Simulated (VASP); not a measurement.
Here is a VASP 6.6.1 calculation.

File INCAR:

```
SYSTEM = BiSbS4
  PREC = Accurate
  ENCUT = 520
  EDIFF = 1E-6
  ISMEAR = 0
  SIGMA = 0.1
  LREAL = .False.
  LASPH = .True.
  NELM = 120
  ALGO = Normal
  ISIF = 3
  LWAVE = .False.
  LCHARG = .False.
  GGA = PE
  IBRION = 2
  NSW = 90
  EDIFFG = -0.01
  KPAR = 8
```

File KPOINTS:

```
regular mesh
0
Gamma
  6 8 6
  0 0 0
```

Contents of POSCAR:

```
BiSbS4
1.0
    6.0854378600      0.0000000000      0.0000000000
    0.0000000000      3.8310000000      0.0000000000
   -0.1605780900      0.0000000000      6.7995629800
Sb Bi S
1 1 4
Direct
    0.0000000000      0.5000000000      0.0000000000
    0.0000000000      0.0000000000      0.5000000000
    0.7544841500      0.0000000000      0.1396967100
    0.2455158500      0.0000000000      0.8603032900
    0.2530323700      0.5000000000      0.3000252000
    0.7469676300      0.5000000000      0.6999748000
```

Potentials or basis: VASP PAW PBE potentials, release 64 (Sb, Bi_d, S).

The run is started by

```console
$ cat potpaw_PBE.64/Sb/POTCAR potpaw_PBE.64/Bi_d/POTCAR potpaw_PBE.64/S/POTCAR > POTCAR
$ mpirun -np 8 vasp_std > vasp.out
```

Problem. Predict the relaxed volume.

Solution. 28.70 Å³/atom.

Problem. Predict the relaxed cell.

Solution. a = 6.628 Å, b = 3.815 Å, c = 6.809 Å, α = 90.00°, β = 90.48°, γ = 90.00°.

Problem. What does it give for the space group after relaxing (to 0.05 Å)?

Solution. P2/m (No. 10).

Problem. What does it give for the band gap on the k mesh?

Solution. None (metal or under the smearing width).

Forces on the atoms (eV/Å):
```
Sb   0.000  0.000  0.000
Bi   0.000  0.000  0.000
S    0.008  0.000  0.001
S   -0.008  0.000 -0.001
S    0.007  0.000  0.002
S   -0.007  0.000 -0.002
```

Caveat: spin-orbit coupling is left out, which moves the levels of the heavy elements; this functional lacks dispersion, which binds the layers, so the pressure and a relaxed spacing across them are unreliable.
